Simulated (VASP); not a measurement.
# MgC18 in VASP: notebook

The runs below take MgC18 through single point, relaxation of the atoms, with PBE+D3(BJ).

All numbers are computed with VASP 6.6.1; they aren't measurements. Logs are shortened: lines on timing, memory, paths and dates and some standing lists are left out, and cuts for length are marked.

## Step 1: Starting point

The cell holds a slab with vacuum, 19 atoms: a = 7.398 Å, b = 7.398 Å, c = 11.000 Å, α = 90.00°, β = 90.00°, γ = 120.00°.

The cell was built by a generator and needn't be a form met in nature.

## Step 2: Single point, PBE+D3(BJ)

The input, INCAR:

```
SYSTEM = MgC18
PREC = Accurate ; ENCUT = 520
EDIFF = 1E-6 ; ISMEAR = -1
SIGMA = 0.05 ; LREAL = Auto
LASPH = .True. ; NELM = 100
ALGO = Fast ; ISIF = 2
LWAVE = .False. ; LCHARG = .True.
GGA = PE ; IVDW = 12
LELF = .True. ; LVHAR = .True.
NBANDS = 52
```

The input, KPOINTS:

```
regular mesh
0
Gamma
  2 2 1
  0 0 0
```

The input, POSCAR:

```
MgC18
1.0
    7.3980000000      0.0000000000      0.0000000000
   -3.6990000000      6.4068560000      0.0000000000
    0.0000000000      0.0000000000     11.0000000000
C Mg
18 1
Direct
    0.0020563428      0.0003669012      0.0842705834
    0.2234984920      0.1110975772      0.0841501807
    0.0007990983      0.3336541893      0.0847268589
    0.2247549271      0.4456318679      0.0846957668
    0.0020544225      0.6681996155      0.0842591649
    0.2235002349      0.7789125401      0.0841395689
    0.3342371588      0.0003737297      0.0840873355
    0.5581635704      0.1123362128      0.0844832491
    0.3354723210      0.3350282444      0.0845325056
    0.5567934736      0.4456413483      0.0847183726
    0.3354736436      0.6669561829      0.0845241135
    0.5567926050      0.7776628733      0.0847168538
    0.6687765953      0.0016259250      0.0847025962
    0.8900918000      0.1123363570      0.0846280427
    0.6687775145      0.3336627113      0.0847011920
    0.8900905619      0.4442655855      0.0846188970
    0.6674048575      0.6669572617      0.0846743439
    0.8913375828      0.7789236151      0.0843286924
    0.1300787979      0.8975030618      0.3826781820
```

Potentials or basis: VASP PAW PBE potentials, release 64 (C, Mg).

Run with:

```console
$ cat potpaw_PBE.64/C/POTCAR potpaw_PBE.64/Mg/POTCAR > POTCAR
$ mpirun -np 1 vasp_std > vasp.out
```

OUTCAR:

```text
SYSTEM = MgC18
   PREC = Accurate
   ENCUT = 520
   EDIFF = 1E-6
   ISMEAR = -1
   LREAL = Auto
   LASPH = .True.
   NELM = 100
   ISIF = 2
   GGA = PE
   IVDW = 12
 IVDW          = 12

 ion  position               nearest neighbor table
   1  0.002  0.000  0.084-   2 1.42  18 1.42  14 1.43
   2  0.223  0.111  0.084-   1 1.42   7 1.42   9 1.43
   3  0.001  0.334  0.085-  14 1.42  16 1.42   4 1.43
   4  0.225  0.446  0.085-   9 1.42  11 1.42   3 1.43
   5  0.002  0.668  0.084-  18 1.42   6 1.42  16 1.43
   6  0.224  0.779  0.084-   5 1.42   7 1.42  11 1.43
[... 10 lines left out ...]
  17  0.667  0.667  0.085-  10 1.42  12 1.42  18 1.43
  18  0.891  0.779  0.084-   5 1.42   1 1.42  17 1.43
  19  0.130  0.898  0.383-

  LATTYP: Found a hexagonal cell.
 ALAT       =     7.3980000000
 C/A-ratio  =     1.4868883482

  Lattice vectors:

 A1 = (   7.3980000000,   0.0000000000,   0.0000000000)
 A2 = (  -3.6990000000,   6.4068560000,   0.0000000000)
 A3 = (   0.0000000000,   0.0000000000,  11.0000000000)

Analysis of symmetry for initial positions (statically):
=====================================================================
 Subroutine PRICEL returns:
 Original cell was already a primitive cell.

 Routine SETGRP: Setting up the symmetry group for a
 hexagonal supercell.

 Subroutine GETGRP returns: Found  1 space group operations
 (whereof  1 operations were pure point group operations)
 out of a pool of 24 trial point group operations.

The static configuration has the point symmetry C_1 .

Analysis of symmetry for dynamics (positions and initial velocities):
=====================================================================
 Subroutine PRICEL returns:
 Original cell was already a primitive cell.

 Routine SETGRP: Setting up the symmetry group for a
 hexagonal supercell.

 Subroutine GETGRP returns: Found  1 space group operations
 (whereof  1 operations were pure point group operations)
 out of a pool of 24 trial point group operations.

The dynamic configuration has the point symmetry C_1 .

 Subroutine INISYM returns: Found  1 space group operations
 (whereof  1 operations are pure point group operations),
 and found     1 'primitive' translations

----------------------------------------------------------------------------------------

                                     Primitive cell

  volume of cell :     521.3771

  direct lattice vectors                    reciprocal lattice vectors
     7.398000000  0.000000000  0.000000000     0.135171668  0.078041398  0.000000000
    -3.699000000  6.406856000  0.000000000     0.000000000  0.156082796  0.000000000
     0.000000000  0.000000000 11.000000000     0.000000000  0.000000000  0.090909091

  length of vectors
     7.398000000  7.398000054 11.000000000     0.156082797  0.156082796  0.090909091

  position of ions in fractional coordinates (direct lattice)
     0.002056343  0.000366901  0.084270583
     0.223498492  0.111097577  0.084150181
     0.000799098  0.333654189  0.084726859
     0.224754927  0.445631868  0.084695767
     0.002054423  0.668199616  0.084259165
     0.223500235  0.778912540  0.084139569
[... 11 lines left out ...]
     0.891337583  0.778923615  0.084328692
     0.130078798  0.897503062  0.382678182

  ion indices of the primitive-cell ions
   primitive index   ion index
                 1           1
                 2           2
                 3           3
                 4           4
                 5           5
                 6           6
[... 11 lines left out ...]
                18          18
                19          19

----------------------------------------------------------------------------------------

 KPOINTS: regular mesh

Automatic generation of k-mesh.
 Grid dimensions read from file:
 generate k-points for:    2    2    1

 Generating k-lattice:

  Cartesian coordinates                     Fractional coordinates (reciprocal lattice)
     0.067585834  0.039020699  0.000000000     0.500000000 -0.000000000  0.000000000
     0.000000000  0.078041398  0.000000000     0.000000000  0.500000000  0.000000000
     0.000000000  0.000000000  0.090909091     0.000000000  0.000000000  1.000000000

  Length of vectors
     0.078041399  0.078041398  0.090909091

  Shift w.r.t. Gamma in fractional coordinates (k-lattice)
     0.000000000  0.000000000  0.000000000

 Subroutine IBZKPT returns following result:
 ===========================================

 Found      4 irreducible k-points:

 Following reciprocal coordinates:
            Coordinates               Weight
  0.000000  0.000000  0.000000      1.000000
  0.500000 -0.000000  0.000000      1.000000
  0.000000  0.500000  0.000000      1.000000
  0.500000  0.500000  0.000000      1.000000
   k-points           NKPTS =      4   k-points in BZ     NKDIM =      4   number of bands    NBANDS=     52
   number of dos      NEDOS =    301   number of ions     NIONS =     19
   total plane-waves  NPLWV = 263424
   dimension x,y,z NGX =    56 NGY =   56 NGZ =   84
   dimension x,y,z NGXF=   112 NGYF=  112 NGZF=  168
   ions per type =              18   1
   NGX,Y,Z   is equivalent  to a cutoff of  12.58, 12.58, 12.70 a.u.
   NGXF,Y,Z  is equivalent  to a cutoff of  25.17, 25.17, 25.39 a.u.
 SYSTEM =  MgC18
   PREC   = accura    normal or accurate (medium, high low for compatibility)
   ISTART =      0    job   : 0-new  1-cont  2-samecut
   ICHARG =      2    charge: 1-file 2-atom 10-const
   ISPIN  =      1    spin polarized calculation?
   LNONCOLLINEAR =      F non collinear calculations
   LSORBIT =      F    spin-orbit coupling
   LASPH  =      T    aspherical Exc in radial PAW
   ENCUT  =  520.0 eV  38.22 Ry    6.18 a.u.  13.76 13.76 20.45*2*pi/ulx,y,z
   NELM   =    100;   NELMIN=  2; NELMDL= -5     # of ELM steps
   EDIFF  = 0.1E-05   stopping-criterion for ELM
   LREAL  =      T    real-space projection
   EDIFFG = 0.1E-04   stopping-criterion for IOM
   NSW    =      0    number of steps for IOM
   IBRION =     -1    ionic relax: 0-MD 1-quasi-New 2-CG
   NFREE  =      0    steps in history (QN), initial steepest desc. (CG)
   ISIF   =      2    stress and relaxation
   ISYM   =      2    0-nonsym 1-usesym 2-fastsym
   POTIM  = 0.5000    time-step for ionic-motion
   TEBEG  =    0.0;   TEEND  =   0.0 temperature during run
   PSTRESS=    0.0 pullay stress
   NELECT =      74.0000    total number of electrons
   NUPDOWN=      -1.0000    fix difference up-down
   EMIN   =  10.00;   EMAX   =-10.00  energy-range for DOS
   EFERMI =   0.00;   METHOD = LEGACY
   ISMEAR =    -1;   SIGMA  =   0.05  broadening in eV -4-tet -1-fermi 0-gaus
   EFERMI_NEDOS =   21; number of points for ismear=-14 and -15
   IALGO  =     68    algorithm
   IMIX   =      4    mixing-type and parameters
     AMIX     =   0.40;   BMIX     =  1.00
     AMIX_MAG =   1.60;   BMIX_MAG =  1.00
  volume/ion in A,a.u.               =      27.44       185.18
  Fermi-wavevector in a.u.,A,eV,Ry     =   0.853955  1.613740  9.921890  0.729238
  Thomas-Fermi vector in A             =   1.970477
   LORBIT       =      0    0 simple, 1 ext, 2 COOP (PROOUT), +10 PAW based schemes
   GGA     = PE    functional components
   LHFCALC =     F    Hartree Fock is set to
   AEXX    =    0.0000 exact exchange contribution
   IVDW    =    12    specifies the selected vdW correction
   LEPSILON=     F    determine dielectric tensor
   LRPA    =     F    only Hartree local field effects (RPA)
 non-spin polarized calculation
 RMM-DIIS sequential band-by-band and
  energy-cutoff  :      520.00
  volume of cell :      521.38
 maximum number of plane-waves:     14099
 NGX is ok and might be reduce to    56
   NGX = 27   NGY = 27   NGZ = 41

 number of electron      73.9999999 magnetization

 Free energy of the ion-electron system (eV)
  ---------------------------------------------------
  ext. energy  EPLUGINS =         0.00000000
  ---------------------------------------------------
  free energy    TOTEN  =      -165.62304244 eV

  energy without entropy =     -165.56701393  energy(sigma->0) =     -165.59502819

 E-fermi :  -1.2878     XC(G=0):  -4.7794

 val. band max:       -1.3682576748   @ k =   0.0000   0.0000   0.0000
 cond. band min:      -1.2189291374   @ k =   0.0000   0.0000   0.0000
 fundamental gap:      0.1493285375
 Fermi energy:        -1.2878266801

 k-point     1 :       0.0000    0.0000    0.0000
  band No.  band energies     occupation
      1     -20.8059      2.00000
      2     -18.2905      2.00000
      3     -18.2646      2.00000
      4     -18.2007      2.00000
      5     -18.2007      2.00000
      6     -18.1844      2.00000
[... 41 lines left out ...]
     48       3.6416      0.00000
     49       3.6800      0.00000

 k-point     2 :       0.5000   -0.0000    0.0000
  band No.  band energies     occupation
      1     -20.1592      2.00000
      2     -20.1439      2.00000
      3     -18.8880      2.00000
      4     -18.8294      2.00000
      5     -16.4020      2.00000
      6     -16.3951      2.00000
[... 41 lines left out ...]
     48       3.8109      0.00000
     49       5.0489      0.00000

 k-point     3 :       0.0000    0.5000    0.0000
  band No.  band energies     occupation
      1     -20.1592      2.00000
      2     -20.1439      2.00000
      3     -18.8880      2.00000
      4     -18.8294      2.00000
      5     -16.4020      2.00000
      6     -16.3950      2.00000
[... 41 lines left out ...]
     48       3.7851      0.00000
     49       5.0487      0.00000

 k-point     4 :       0.5000    0.5000    0.0000
  band No.  band energies     occupation
      1     -20.1592      2.00000
      2     -20.1439      2.00000
      3     -18.8880      2.00000
      4     -18.8294      2.00000
      5     -16.4019      2.00000
      6     -16.3951      2.00000
[... 41 lines left out ...]
     48       3.7910      0.00000
     49       5.0487      0.00000
 [bands above 49 left out]

------------------------ aborting loop because EDIFF is reached ----------------------------------------

 Edisp (eV)   -1.89973

 E8    (eV) :    -0.6010

  FORCE on cell =-STRESS in cart. coord.  units (eV):
  Direction    XX          YY          ZZ          XY          YZ          ZX
  --------------------------------------------------------------------------------------
  -------------------------------------------------------------------------------------
  Total       1.14572     1.13570    -0.35551     0.00003    -0.00312    -0.01306
  in kB       3.52078     3.48998    -1.09246     0.00009    -0.00959    -0.04013
  external pressure =        1.97 kB  Pullay stress =        0.00 kB

 VOLUME and BASIS-vectors are now :
 -----------------------------------------------------------------------------
  energy-cutoff  :      520.00
  volume of cell :      521.38
      direct lattice vectors                 reciprocal lattice vectors
     7.398000000  0.000000000  0.000000000     0.135171668  0.078041398  0.000000000
    -3.699000000  6.406856000  0.000000000     0.000000000  0.156082796  0.000000000
     0.000000000  0.000000000 11.000000000     0.000000000  0.000000000  0.090909091

 POSITION                                       TOTAL-FORCE (eV/Angst)
 -----------------------------------------------------------------------------------
      0.01386      0.00235      0.92698        -0.012878      0.006516     -0.001927
      1.24249      0.71179      0.92565         0.000500      0.017964      0.001008
     -1.22828      2.13767      0.93200         0.006848      0.004641      0.001866
      0.01434      2.85510      0.93165        -0.006645      0.001914      0.003974
     -2.45647      4.28106      0.92685         0.000993     -0.015486      0.002972
     -1.22774      4.99038      0.92554         0.016767     -0.006390     -0.000393
[... 11 lines left out ...]
      3.71288      4.99045      0.92762        -0.012669     -0.002697      0.000940
     -2.35754      5.75017      4.20946        -0.003457     -0.001228     -0.000933
 -----------------------------------------------------------------------------------
    total drift:                                0.010572     -0.007236      0.041225

  FREE ENERGIE OF THE ION-ELECTRON SYSTEM (eV)
  ---------------------------------------------------
  free  energy   TOTEN  =      -167.5227747030 eV

  energy  without entropy=     -167.4667461958  energy(sigma->0) =     -167.49476045
```

Wall time 2.2 min (1 thread of Intel Xeon Platinum 8488C (Sapphire Rapids), shared host); peak memory 0.57 GiB.

What came out:

| Property | Result |
| --- | --- |
| Free energy | -167.5228 eV |
| Largest force | 0.018 eV/Å |
| Band gap on the k mesh | 0.15 eV, direct |
| Dispersion energy per atom | -0.100 eV |

Forces in eV/Å, atoms in the order of the input:
```
C   -0.013  0.007 -0.002
C    0.001  0.018  0.001
C    0.007  0.005  0.002
C   -0.007  0.002  0.004
C    0.001 -0.015  0.003
C    0.017 -0.006  0.000
C    0.016  0.005 -0.002
C    0.000 -0.004 -0.002
C   -0.002 -0.009 -0.003
C    0.010 -0.003 -0.003
C   -0.005  0.000 -0.001
C   -0.001  0.004  0.002
C   -0.007 -0.016  0.002
C    0.007 -0.005  0.004
C   -0.010  0.008 -0.002
C    0.002  0.009 -0.003
C    0.000  0.006  0.001
C   -0.013 -0.003  0.001
Mg  -0.003 -0.001 -0.001
```

Levels at points of the mesh, in eV from the valence-band top:
| k point | band 33 | band 34 | band 35 | band 36 | band 37 | band 38 | band 39 | band 40 | band 41 | band 42 |
| --- | --- | --- | --- | --- | --- | --- | --- | --- | --- | --- |
| (0.00, 0.00, 0.00) | -2.96 | -2.96 | -0.21 | 0.00 | 0.00 | 0.15 | 0.15 | 3.37 | 3.60 | 3.60 |
| (0.50, 0.00, 0.00) | -2.60 | -2.58 | -2.55 | -2.28 | -0.11 | 1.74 | 2.56 | 2.57 | 2.58 | 2.62 |
| (0.00, 0.50, 0.00) | -2.60 | -2.58 | -2.55 | -2.28 | -0.11 | 1.74 | 2.56 | 2.57 | 2.58 | 2.62 |
| (0.50, 0.50, 0.00) | -2.60 | -2.58 | -2.55 | -2.28 | -0.11 | 1.74 | 2.56 | 2.57 | 2.58 | 2.62 |

Caveat: the k mesh is coarse (spacing up to 0.49 Å⁻¹), so the values aren't converged.

[end of part 1 of 2]
